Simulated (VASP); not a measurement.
Level of theory: PBEsol GGA with spin-orbit coupling, VASP's PBE PAW potentials (set 64) (plane waves; VASP).

A VASP calculation is set up with these files.

**INCAR**
```
# general
SYSTEM         =  RuAl
PREC           =  Accurate
ENCUT          =  300   # plane-wave cut-off (eV)
LREAL          =  .FALSE.   # projection in real space or not
LASPH          =  .TRUE.   # aspherical one-centre terms

# electronic loop
EDIFF          =  1E-6   # SCF stop (eV)
NELM           =  100   # most electronic steps
ALGO           =  Normal   # blocked Davidson
LMAXMIX        =  4   # l cut-off of mixed one-centre charges

# smearing
ISMEAR         =  0   # Gaussian
SIGMA          =  0.1

# functional
GGA            =  PS   # PBEsol
GGA_COMPAT     =  .FALSE.

# spin
MAGMOM         =  6*0.0
LSORBIT        =  .TRUE.
LNONCOLLINEAR  =  .TRUE.

# ions
ISIF           =  2   # forces and stress, cell fixed

# output
LWAVE          =  .FALSE.
LCHARG         =  .FALSE.
LORBIT         =  11
```

KPOINTS:
```
Automatic mesh
0
Gamma
7 7 7
0 0 0
```

File POSCAR:
```
RuAl
6.0960120
  0.5000000000   0.0000000000   0.0000000000
  0.0000000000   0.5000000000   0.0000000000
  0.0000000000   0.0000000000   0.5000000000
Al Ru
1 1
Cartesian
  0.2500000000   0.2500000000   0.2500000000
  0.0000000000   0.0000000000   0.0000000000
```

POTCAR, in this order: Al Ru_pv (PBE.64 set). Program: vasp_ncl.

What VASP printed:

File OUTCAR:
```
 ion  position               nearest neighbor table
   1  0.500  0.500  0.500-   2 2.64   2 2.64   2 2.64   2 2.64   2 2.64   2 2.64   2 2.64   2 2.64
  LATTYP: Found a simple cubic cell.
 ALAT       =     3.0480060000
 Subroutine PRICEL returns:
 Original cell was already a primitive cell.
 Subroutine GETGRP returns: Found 48 space group operations
The static configuration has the point symmetry O_h .
The dynamic configuration has the point symmetry O_h .
The overall configuration has the point symmetry O_h .
 Subroutine INISYM returns: Found 48 space group operations
 Subroutine IBZKPT returns following result:
 Found     20 irreducible k-points:

 Following reciprocal coordinates:
            Coordinates               Weight
  0.000000  0.000000  0.000000      1.000000
  0.142857  0.000000  0.000000      6.000000
  0.285714  0.000000  0.000000      6.000000
  0.428571  0.000000  0.000000      6.000000
  0.142857  0.142857  0.000000     12.000000
  0.285714  0.142857  0.000000     24.000000
  0.428571  0.142857  0.000000     24.000000
  0.285714  0.285714  0.000000     12.000000
  0.428571  0.285714  0.000000     24.000000
...
```

### OSZICAR
```
       N       E                     dE             d eps       ncg     rms          rms(c)
DAV:   1     0.886659506230E+02    0.88666E+02   -0.72812E+03  1152   0.904E+02
DAV:   2    -0.144161040813E+02   -0.10308E+03   -0.99128E+02  1144   0.297E+02
DAV:   3    -0.163476797048E+02   -0.19316E+01   -0.19190E+01  1144   0.439E+01
DAV:   4    -0.163675029322E+02   -0.19823E-01   -0.19820E-01  1208   0.411E+00
DAV:   5    -0.163678988057E+02   -0.39587E-03   -0.39587E-03  1144   0.463E-01    0.117E+01
DAV:   6    -0.157165819081E+02    0.65132E+00   -0.44563E+00  1000   0.234E+01    0.276E+00
DAV:   7    -0.156045727986E+02    0.11201E+00   -0.45577E-01  1048   0.771E+00    0.195E+00
DAV:   8    -0.155845924382E+02    0.19980E-01   -0.23926E-02  1016   0.148E+00    0.603E-01
DAV:   9    -0.155840333179E+02    0.55912E-03   -0.56274E-04  1136   0.177E-01    0.218E-01
DAV:  10    -0.155839667340E+02    0.66584E-04   -0.88461E-05  1080   0.103E-01    0.106E-01
DAV:  11    -0.155839597493E+02    0.69847E-05   -0.92646E-06  1216   0.401E-02    0.487E-03
DAV:  12    -0.155839589689E+02    0.78037E-06   -0.75790E-07   608   0.112E-02
   1 F= -.15583959E+02 E0= -.15578129E+02  d E =-.116602E-01  mag=    -0.0000    -0.0000     0.0000
```

File OUTCAR:
```
------------------------ aborting loop because EDIFF is reached ----------------------------------------
  FORCE on cell =-STRESS in cart. coord.  units (eV):
  Direction    XX          YY          ZZ          XY          YZ          ZX
  --------------------------------------------------------------------------------------
  Total       -2.4149670     -2.4149670     -2.4149670     -0.0000000     -0.0000000      0.0000000
  in kB     -136.6388901   -136.6388901   -136.6388901     -0.0000000     -0.0000000      0.0000000
  external PRESSURE =    -136.6388901 kB  Pullay stress =       0.0000000 kB
  volume of cell :       28.32
      direct lattice vectors                 reciprocal lattice vectors
     3.048006000  0.000000000  0.000000000     0.328083344  0.000000000  0.000000000
     0.000000000  3.048006000  0.000000000     0.000000000  0.328083344  0.000000000
     0.000000000  0.000000000  3.048006000     0.000000000  0.000000000  0.328083344
 POSITION                                       TOTAL-FORCE (eV/Angst)
 -----------------------------------------------------------------------------------
      1.52400      1.52400      1.52400         0.000000      0.000000      0.000000
      0.00000      0.00000      0.00000         0.000000      0.000000      0.000000
 -----------------------------------------------------------------------------------
    total drift:                                0.000000      0.000000      0.000000
  FREE ENERGIE OF THE ION-ELECTRON SYSTEM (eV)
  ---------------------------------------------------
  free  energy   TOTEN  =       -15.5839589689 eV

  energy  without entropy=      -15.5722987700  energy(sigma->0) =      -15.57812887

 total charge

# of ion       s       p       d       tot
------------------------------------------
    1        0.384   0.398   0.000   0.781
    2        0.319   6.221   6.146  12.686
--------------------------------------------------
tot          0.703   6.619   6.146  13.468

 magnetization (x)

# of ion       s       p       d       tot
------------------------------------------
    1       -0.000   0.000   0.000  -0.000
    2        0.000   0.000   0.000   0.000
--------------------------------------------------
tot          0.000   0.000   0.000   0.000

 magnetization (y)

# of ion       s       p       d       tot
------------------------------------------
    1        0.000   0.000   0.000   0.000
    2       -0.000  -0.000   0.000  -0.000
--------------------------------------------------
tot         -0.000  -0.000   0.000  -0.000

 magnetization (z)

# of ion       s       p       d       tot
------------------------------------------
    1        0.000   0.000   0.000   0.000
    2        0.000   0.000   0.000   0.000
--------------------------------------------------
tot          0.000   0.000   0.000   0.000

 Ion:    1  E_soc:     -0.0002204

 Ion:    2  E_soc:     -0.2694983
```
(Selected blocks of OUTCAR.)

At this cut-off the stress carries a Pulay error, which pulls relaxed volumes low.

The structure is a typed RuAl crystal (Pm-3m). The cell was not relaxed at this level. The run is one of a series of settings (GGA_COMPAT = .FALSE., LNONCOLLINEAR = .TRUE., LSORBIT = .TRUE., MAGMOM = 0.0 0.0 0.0 0.0 0.0 0.0, program vasp_ncl against the base run), some of them coarse on purpose.
